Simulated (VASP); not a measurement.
VASP ran on this input.

KPOINTS:
```
Automatic mesh
0
Gamma
8 8 4
0 0 0
```

**INCAR**
```
SIGMA=0.05   ! width (eV)
LASPH=.TRUE.
ENCUT=520   ! plane-wave cut-off (eV)
EDIFFG=-0.001   ! ionic stop
PREC=Accurate
SYSTEM=SiC
ALGO=Normal   ! blocked Davidson
LCHARG=.FALSE.
LMIXTAU=.TRUE.
LWAVE=.FALSE.
METAGGA=R2SCAN
LREAL=.FALSE.
NSW=30
ISMEAR=0   ! Gaussian
EDIFF=1E-8
ISIF=2
NELM=100   ! most electronic steps
IBRION=1   ! quasi-Newton
```

POSCAR:
```
SiC
1
    1.5371876967    -2.6624869490     0.0000000000
    1.5371876967     2.6624869490    -0.0000000000
    0.0000000000    -0.0000000000     5.0470849246
Si C
2 2
Direct
  0.6666670000   0.3333330000   0.4996030278
  0.3333330000   0.6666670000   0.9996030278
  0.6666670000   0.3333330000   0.8753969722
  0.3333330000   0.6666670000   0.3753969722
```

POTCAR, in this order: Si C (PBE.64 set). Program: vasp_std.

**Question.** Write an equivalent input for Ansatz.

**Answer.** One equivalent input (not run):
Ansatz 0.2 input:
```yaml
crystal:
  lattice:
    - [1.5371877, -2.6624869, 0.0000000]
    - [1.5371877, 2.6624869, 0.0000000]
    - [0.0000000, 0.0000000, 5.0470849]
  atoms:
    - { symbol: Si, position: [0.6666670, 0.3333330, 0.4996030] }
    - { symbol: Si, position: [0.3333330, 0.6666670, 0.9996030] }
    - { symbol: C, position: [0.6666670, 0.3333330, 0.8753970] }
    - { symbol: C, position: [0.3333330, 0.6666670, 0.3753970] }
kpoints:
  mp_grid: { grid: [8, 8, 4] }
hamiltonian:
  xc: r2scan
  pseudopotentials: { kind: paw }
scf:
  occupations: { method: gaussian, width: 0.05 }
  max_iter: 100
relax:
  max_steps: 30
  f_tol: 0.001
output: { forces: true, stress: true, eigenvalues: true }
```
The two are equivalent in intent, not identical: each code has its own PAW files, so the cut-off isn't converted (ENCUT is set for VASP's; basis.ecutwfc is left out, and Ansatz then takes the one that its files recommend); Ansatz stops its SCF on the density residual and VASP on the energy change (EDIFF).

The compound is SiC in the wurtzite structure, the rare 2H polytype. This run relaxes the ions in a fixed cell. Symmetry was kept, so distortions that lower it aren't found. The start is the result of an earlier pass.
